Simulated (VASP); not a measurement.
The system is CdF.

```xyz
2
Lattice="1.5993 0.9234 3.6943 -1.5993 0.9234 3.6943 0.0000 -1.8467 3.6943" Properties=species:S:1:pos:R:3 pbc="T T T"
Cd    0.0000    0.0000    5.5415
F     0.0000    0.0000    0.0000
```

The cell was built by a generator and needn't be a form met in nature.

```yaml
Program: VASP 6.6.1
Task: single point
Functional: PBE
Potentials_or_basis: VASP PAW PBE potentials, release 64 (Cd, F)
Cutoff: 520 eV
k_mesh: 10 × 10 × 10
Occupations: fermi-dirac, width 0.05 eV
Spin: no spin polarisation
```

On this cell: pressure 0.1 GPa; band gap on the k mesh none (metal or under the smearing width).

The same run follows on a disturbed copy (atoms moved at random, drawn with an rms of 0.05 Å):

```
Cd F
1.0
     1.59930    0.92336    3.69432
    -1.59930    0.92336    3.69432
     0.00000   -1.84671    3.69432
Cd F
1 1
Cartesian
  0.0156 -0.0060 5.5194
  -0.0240 0.0021 -0.0261
```

Task: What changes?

Result: The energy (extrapolated to zero smearing) moves by +0.0 meV/atom; pressure 0.1 GPa; band gap on the k mesh none (metal or under the smearing width).

Caveats: an odd number of electrons without spin polarisation forces a metal; a magnetic or distorted state may lie lower.
